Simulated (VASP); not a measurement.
Given:

```
BP
1.0
    0.00000     2.27315     2.27315
    2.27315     0.00000     2.27315
    2.27315     2.27315     0.00000
B P
1 1
Cartesian
  0.00000   0.00000   0.00000
  1.13657   1.13657   1.13657
```

Level of theory: PBE GGA, VASP's PBE PAW potentials (set 64) (plane waves; VASP 6.6.1). Settings: 520 eV cut-off, Gaussian smearing of 0.050 eV, potentials B P.

### Question
Predict the band gap (along the path) with the smallest direct gap where there is one.

### Answer

```yaml
band gap (along the path): 1.25 eV
smallest direct gap (along the path): 3.39 eV
```

Total energies compare only between runs with the same potentials, cut-off and functional.

The compound is BP in the zinc blende structure. It was relaxed first.
